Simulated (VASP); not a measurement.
A VASP calculation is set up with these files.

INCAR:
```
SYSTEM = Li2O
PREC = Accurate
ENCUT = 520
EDIFF = 1E-6
NELM = 100
ALGO = Normal
LREAL = .FALSE.
LASPH = .TRUE.
ISMEAR = 0
SIGMA = 0.05
GGA = PE
LWAVE = .FALSE.
LCHARG = .FALSE.
ISIF = 2
LSORBIT = .TRUE.
MAGMOM = 0 0 0 0 0 0 0 0 0
GGA_COMPAT = .FALSE.
```

File POSCAR:
```
Li2O
1
    0.0000000000     2.3562000000     2.3562000000
    2.3562000000     0.0000000000     2.3562000000
    2.3562000000     2.3562000000     0.0000000000
Li O
2 1
Direct
  0.2500000000   0.2500000000   0.2500000000
  0.7500000000   0.7500000000   0.7500000000
  0.0000000000   0.0000000000   0.0000000000
```

File KPOINTS:
```
Automatic mesh
0
Gamma
6 6 6
0 0 0
```

POTCAR, in this order: Li_sv O (PBE.64 set). Program: vasp_std.

What VASP printed:

### standard output
```
 POSCAR found type information on POSCAR LiO
 POSCAR found :  2 types and       3 ions
 Reading from existing POTCAR

 -----------------------------------------------------------------------------
|                                                                             |
|     EEEEEEE  RRRRRR   RRRRRR   OOOOOOO  RRRRRR      ###     ###     ###     |
|     E        R     R  R     R  O     O  R     R     ###     ###     ###     |
|     E        R     R  R     R  O     O  R     R     ###     ###     ###     |
|     EEEEE    RRRRRR   RRRRRR   O     O  RRRRRR       #       #       #      |
|     E        R   R    R   R    O     O  R   R                               |
|     E        R    R   R    R   O     O  R    R      ###     ###     ###     |
|     EEEEEEE  R     R  R     R  OOOOOOO  R     R     ###     ###     ###     |
|                                                                             |
|     ERROR: Noncollinear calculations require that VASP is compiled          |
|     without the flag -DNGXhalf and-DNGZhalf.                                |
|     You probably tried to run a noncollinear calculation                    |
|     (LNONCOLLINEAR=T) with the executable vasp_std. Use vasp_ncl            |
|     instead!                                                                |
|                                                                             |
|       ---->  I REFUSE TO CONTINUE WITH THIS SICK JOB ... BYE!!! <----       |
|                                                                             |
 -----------------------------------------------------------------------------
```

Read the log: what went wrong, and how is it fixed?

The cause: LSORBIT needs the non-collinear program vasp_ncl. VASP stops with an error: ERROR: Noncollinear calculations require that VASP is compiled without the flag -DNGXhalf and-DNGZhalf. You probably tried to run a noncollinear calculation (LNONCOLLINEAR=T) with the executable vasp_std. Use vasp_ncl instead! ----> I REFUSE TO CONTINUE WITH THIS SICK JOB ... BYE!!! <---- To mend it, run vasp_ncl.

The mended run (PBE GGA with spin-orbit coupling, plane waves, VASP's PBE PAW potentials (set 64)) converges, and its OSZICAR ends with
```
   1 F= -.14331468E+02 E0= -.14331468E+02  d E =-.477502E-19  mag=     0.0000    -0.0000     0.0000
```

The compound is Li2O in the antifluorite structure. The cell was not relaxed at this level.
